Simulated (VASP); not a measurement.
# Li2RuN2 (P-3m1) in VASP: reference runs

Reference runs on Li2RuN2: the cell as given and a disturbed copy.

Program: VASP 6.6.1. These are calculated values, not measurements. Logs are shortened: lines on timing, memory, paths and dates and some standing lists are left out, and cuts for length are marked.

## 1. The crystal as given

The structure is trigonal, space group P-3m1 (No. 164). Conventional cell: a = 3.164 Å, b = 3.164 Å, c = 5.211 Å, α = 90.00°, β = 90.00°, γ = 120.00°. Ru (site symmetry -3m) has 6 N at 2.14 Å as nearest neighbours. N (site symmetry 3m) has 4 Li at 1.98 to 2.22 Å and 3 Ru at 2.14 Å as nearest neighbours. Around Li (site symmetry 3m) lie 4 N at 1.98 to 2.22 Å.

The cell comes from a database or a generator and needn't be the stable form of this composition.

## 2. Single point, PBE

INCAR reads:

```
  ALGO = Normal
  EDIFF = 1E-7
  ENCUT = 520
  GGA = PE
  ISIF = 2
  ISMEAR = -1
  LASPH = True
  LCHARG = True
  LELF = True
  LREAL = False
  LVHAR = True
  LWAVE = False
  NBANDS = 23
  NELM = 80
  PREC = Accurate
  SIGMA = 0.05
```

KPOINTS reads:

```
k-points
0
Gamma
  10 10 5
```

POSCAR reads:

```
Li2RuN2
1.0
    3.1642327038      0.0000000000      0.0000000000
   -1.5821163519      2.7403059050      0.0000000000
    0.0000000000      0.0000000000      5.2114500038
Ru N Li
1 2 2
Direct
    0.0000000000      0.0000000000      0.0000000000
    0.3333333333      0.6666666667      0.2130110000
    0.6666666667      0.3333333333      0.7869890000
    0.3333333333      0.6666666667      0.6398200000
    0.6666666667      0.3333333333      0.3601800000
```

Potentials or basis: VASP PAW PBE potentials, release 64 (Ru_pv, N, Li_sv).

Launch:

```bash
$ cat potpaw_PBE.64/Ru_pv/POTCAR potpaw_PBE.64/N/POTCAR potpaw_PBE.64/Li_sv/POTCAR > POTCAR
$ mpirun -np 1 vasp_std > vasp.out
```

OUTCAR:

```text
EDIFF = 1E-7
   ENCUT = 520
   GGA = PE
   ISIF = 2
   ISMEAR = -1
   LASPH = True
   LREAL = False
   NELM = 80
   PREC = Accurate

 ion  position               nearest neighbor table
   1  0.000  0.000  0.000-   2 2.14   3 2.14   3 2.14   2 2.14   3 2.14   2 2.14   4 2.62   5 2.62
                             5 2.62   4 2.62   4 2.62   5 2.62
   2  0.333  0.667  0.213-   5 1.98   5 1.98   5 1.98   1 2.14   1 2.14   1 2.14
   3  0.667  0.333  0.787-   4 1.98   4 1.98   4 1.98   1 2.14   1 2.14   1 2.14
   4  0.333  0.667  0.640-   3 1.98   3 1.98   3 1.98   5 2.34   5 2.34   5 2.34   1 2.62   1 2.62
                             1 2.62
   5  0.667  0.333  0.360-   2 1.98   2 1.98   2 1.98   4 2.34   4 2.34   4 2.34   1 2.62   1 2.62
                             1 2.62

  LATTYP: Found a hexagonal cell.
 ALAT       =     3.1642327038
 C/A-ratio  =     1.6469869607

  Lattice vectors:

 A1 = (   3.1642327038,   0.0000000000,   0.0000000000)
 A2 = (  -1.5821163519,   2.7403059050,   0.0000000000)
 A3 = (   0.0000000000,   0.0000000000,   5.2114500038)

Analysis of symmetry for initial positions (statically):
=====================================================================
 Subroutine PRICEL returns:
 Original cell was already a primitive cell.

 Routine SETGRP: Setting up the symmetry group for a
 hexagonal supercell.

 Subroutine GETGRP returns: Found 12 space group operations
 (whereof 12 operations were pure point group operations)
 out of a pool of 24 trial point group operations.

The static configuration has the point symmetry D_3d.

Analysis of symmetry for dynamics (positions and initial velocities):
=====================================================================
 Subroutine PRICEL returns:
 Original cell was already a primitive cell.

 Routine SETGRP: Setting up the symmetry group for a
 hexagonal supercell.

 Subroutine GETGRP returns: Found 12 space group operations
 (whereof 12 operations were pure point group operations)
 out of a pool of 24 trial point group operations.

The dynamic configuration has the point symmetry D_3d.

 Subroutine INISYM returns: Found 12 space group operations
 (whereof 12 operations are pure point group operations),
 and found     1 'primitive' translations

----------------------------------------------------------------------------------------

                                     Primitive cell

  volume of cell :      45.1883

  direct lattice vectors                    reciprocal lattice vectors
     3.164232704  0.000000000  0.000000000     0.316032382  0.182461381  0.000000000
    -1.582116352  2.740305905  0.000000000     0.000000000  0.364922762  0.000000000
     0.000000000  0.000000000  5.211450004     0.000000000  0.000000000  0.191885176

  length of vectors
     3.164232704  3.164232704  5.211450004     0.364922762  0.364922762  0.191885176

  position of ions in fractional coordinates (direct lattice)
     0.000000000  0.000000000  0.000000000
     0.333333333  0.666666667  0.213011000
     0.666666667  0.333333333  0.786989000
     0.333333333  0.666666667  0.639820000
     0.666666667  0.333333333  0.360180000

  ion indices of the primitive-cell ions
   primitive index   ion index
                 1           1
                 2           2
                 3           3
                 4           4
                 5           5

----------------------------------------------------------------------------------------

 KPOINTS: k-points

Automatic generation of k-mesh.
 Grid dimensions read from file:
 generate k-points for:   10   10    5

 Generating k-lattice:

  Cartesian coordinates                     Fractional coordinates (reciprocal lattice)
     0.031603238  0.018246138  0.000000000     0.100000000 -0.000000000  0.000000000
     0.000000000  0.036492276  0.000000000     0.000000000  0.100000000  0.000000000
     0.000000000  0.000000000  0.038377035     0.000000000  0.000000000  0.200000000

  Length of vectors
     0.036492276  0.036492276  0.038377035

  Shift w.r.t. Gamma in fractional coordinates (k-lattice)
     0.000000000  0.000000000  0.000000000

 Subroutine IBZKPT returns following result:
 ===========================================

 Found     58 irreducible k-points:

 Following reciprocal coordinates:
            Coordinates               Weight
  0.000000  0.000000  0.000000      1.000000
  0.100000 -0.000000  0.000000      6.000000
  0.200000 -0.000000  0.000000      6.000000
  0.300000  0.000000  0.000000      6.000000
  0.400000  0.000000  0.000000      6.000000
  0.500000  0.000000  0.000000      3.000000
[... 16 lines left out ...]
  0.000000  0.400000  0.200000      6.000000
  0.500000  0.000000  0.200000      6.000000
 [... further k-points ...]
   k-points           NKPTS =     58   k-points in BZ     NKDIM =     58   number of bands    NBANDS=     23
   number of dos      NEDOS =    301   number of ions     NIONS =      5
   total plane-waves  NPLWV =  23040
   dimension x,y,z NGX =    24 NGY =   24 NGZ =   40
   dimension x,y,z NGXF=    48 NGYF=   48 NGZF=   80
   ions per type =               1   2   2
   NGX,Y,Z   is equivalent  to a cutoff of  12.61, 12.61, 12.76 a.u.
   NGXF,Y,Z  is equivalent  to a cutoff of  25.22, 25.22, 25.52 a.u.
 SYSTEM =  unknown system
   PREC   = accura    normal or accurate (medium, high low for compatibility)
   ISTART =      0    job   : 0-new  1-cont  2-samecut
   ICHARG =      2    charge: 1-file 2-atom 10-const
   ISPIN  =      1    spin polarized calculation?
   LNONCOLLINEAR =      F non collinear calculations
   LSORBIT =      F    spin-orbit coupling
   LASPH  =      T    aspherical Exc in radial PAW
   ENCUT  =  520.0 eV  38.22 Ry    6.18 a.u.   5.88  5.88  9.69*2*pi/ulx,y,z
   NELM   =     80;   NELMIN=  2; NELMDL= -5     # of ELM steps
   EDIFF  = 0.1E-06   stopping-criterion for ELM
   LREAL  =      F    real-space projection
   EDIFFG = 0.1E-05   stopping-criterion for IOM
   NSW    =      0    number of steps for IOM
   IBRION =     -1    ionic relax: 0-MD 1-quasi-New 2-CG
   NFREE  =      0    steps in history (QN), initial steepest desc. (CG)
   ISIF   =      2    stress and relaxation
   ISYM   =      2    0-nonsym 1-usesym 2-fastsym
   POTIM  = 0.5000    time-step for ionic-motion
   TEBEG  =    0.0;   TEEND  =   0.0 temperature during run
   PSTRESS=    0.0 pullay stress
   NELECT =      30.0000    total number of electrons
   NUPDOWN=      -1.0000    fix difference up-down
   EMIN   =  10.00;   EMAX   =-10.00  energy-range for DOS
   EFERMI =   0.00;   METHOD = LEGACY
   ISMEAR =    -1;   SIGMA  =   0.05  broadening in eV -4-tet -1-fermi 0-gaus
   EFERMI_NEDOS =   21; number of points for ismear=-14 and -15
   IALGO  =     38    algorithm
   IMIX   =      4    mixing-type and parameters
     AMIX     =   0.40;   BMIX     =  1.00
     AMIX_MAG =   1.60;   BMIX_MAG =  1.00
  volume/ion in A,a.u.               =       9.04        60.99
  Fermi-wavevector in a.u.,A,eV,Ry     =   1.428148  2.698809 27.750537  2.039607
  Thomas-Fermi vector in A             =   2.548241
   LORBIT       =      0    0 simple, 1 ext, 2 COOP (PROOUT), +10 PAW based schemes
   GGA     = PE    functional components
   LHFCALC =     F    Hartree Fock is set to
   AEXX    =    0.0000 exact exchange contribution
   IVDW    =     0    specifies the selected vdW correction
   LEPSILON=     F    determine dielectric tensor
   LRPA    =     F    only Hartree local field effects (RPA)
 non-spin polarized calculation
  energy-cutoff  :      520.00
  volume of cell :       45.19
 maximum number of plane-waves:      1236
   NGX = 11   NGY = 11   NGZ = 19

 number of electron      30.0000008 magnetization

 Free energy of the ion-electron system (eV)
  ---------------------------------------------------
  ext. energy  EPLUGINS =         0.00000000
  ---------------------------------------------------
  free energy    TOTEN  =       -30.23540373 eV

  energy without entropy =      -30.20224875  energy(sigma->0) =      -30.21882624

 E-fermi :   7.0704     XC(G=0): -11.5577

 val. band max:        7.0338860526   @ k =   0.3000   0.3000   0.4000
 cond. band min:       7.0764074169   @ k =   0.2000   0.1000   0.0000
 fundamental gap:      0.0425213644
 Fermi energy:         7.0704348949

 k-point     1 :       0.0000    0.0000    0.0000
  band No.  band energies     occupation
      1     -38.2246      2.00000
      2     -38.0847      2.00000
      3     -36.2253      2.00000
      4     -36.1016      2.00000
      5     -36.1016      2.00000
      6      -8.4162      2.00000
[... 15 lines left out ...]
     22      17.2819      0.00000
     23      18.3027      0.00000

 k-point     2 :       0.1000   -0.0000    0.0000
  band No.  band energies     occupation
      1     -38.2203      2.00000
      2     -38.0860      2.00000
      3     -36.2233      2.00000
      4     -36.1183      2.00000
      5     -36.1056      2.00000
      6      -8.2973      2.00000
[... 15 lines left out ...]
     22      17.2820      0.00000
     23      18.2618      0.00000

 k-point     3 :       0.2000   -0.0000    0.0000
  band No.  band energies     occupation
      1     -38.2087      2.00000
      2     -38.0902      2.00000
      3     -36.2183      2.00000
      4     -36.1615      2.00000
      5     -36.1160      2.00000
      6      -7.9768      2.00000
[... 15 lines left out ...]
     22      17.2820      0.00000
     23      18.0558      0.00000
[... 495 lines left out ...]
 k-point    23 :       0.0000    0.4000    0.2000
  band No.  band energies     occupation
      1     -38.1752      2.00000
      2     -38.1074      2.00000
      3     -36.2579      2.00000
      4     -36.2061      2.00000
      5     -36.1391      2.00000
      6      -7.3712      2.00000
[... 15 lines left out ...]
     22      17.3532      0.00000
     23      17.8619      0.00000

 k-point    24 :       0.5000    0.0000    0.2000
  band No.  band energies     occupation
      1     -38.1649      2.00000
      2     -38.1150      2.00000
      3     -36.2740      2.00000
      4     -36.2042      2.00000
      5     -36.1431      2.00000
      6      -7.3425      2.00000
[... 15 lines left out ...]
     22      17.2806      0.00000
     23      17.5750      0.00000

 [... further k-points ...]

------------------------ aborting loop because EDIFF is reached ----------------------------------------

  FORCE on cell =-STRESS in cart. coord.  units (eV):
  Direction    XX          YY          ZZ          XY          YZ          ZX
  --------------------------------------------------------------------------------------
  -------------------------------------------------------------------------------------
  Total       -0.8307284     -0.8307284     -0.5655600      0.0000000      0.0000000      0.0000000
  in kB      -29.4539524    -29.4539524    -20.0522555      0.0000000      0.0000000      0.0000000
  external PRESSURE =     -26.3200535 kB  Pullay stress =       0.0000000 kB

 VOLUME and BASIS-vectors are now :
 -----------------------------------------------------------------------------
  energy-cutoff  :      520.00
  volume of cell :       45.19
      direct lattice vectors                 reciprocal lattice vectors
     3.164232704  0.000000000  0.000000000     0.316032382  0.182461381  0.000000000
    -1.582116352  2.740305905  0.000000000     0.000000000  0.364922762  0.000000000
     0.000000000  0.000000000  5.211450004     0.000000000  0.000000000  0.191885176

 POSITION                                       TOTAL-FORCE (eV/Angst)
 -----------------------------------------------------------------------------------
      0.00000      0.00000      0.00000         0.000000      0.000000     -0.000000
     -0.00000      1.82687      1.11010         0.000000     -0.000000     -0.163365
      1.58212      0.91344      4.10135        -0.000000      0.000000      0.163365
     -0.00000      1.82687      3.33439        -0.000000     -0.000000      0.067554
      1.58212      0.91344      1.87706         0.000000      0.000000     -0.067554
 -----------------------------------------------------------------------------------
    total drift:                                0.000000      0.000000     -0.000000

  FREE ENERGIE OF THE ION-ELECTRON SYSTEM (eV)
  ---------------------------------------------------
  free  energy   TOTEN  =       -30.2354037267 eV

  energy  without entropy=      -30.2022487530  energy(sigma->0) =      -30.21882624
```

Wall time 23 s (1 thread of Intel Xeon 6975P-C (Granite Rapids), shared host); peak memory 0.19 GiB.

What came out:

```
Free energy            : -30.2354 eV
Largest force          : 0.163 eV/Å
Band gap on the k mesh : none (metal or under the smearing width)
```

Forces in eV/Å, atoms in the order of the input:
```
Ru   0.000  0.000  0.000
N    0.000  0.000 -0.163
N    0.000  0.000  0.163
Li   0.000  0.000  0.068
Li   0.000  0.000 -0.068
```

Caveat: the cutoff is under 1.25 times the usual one of these potentials, so pressure, stress and relaxed cells hold a basis-set (Pulay) error.

[end of part 1 of 2]
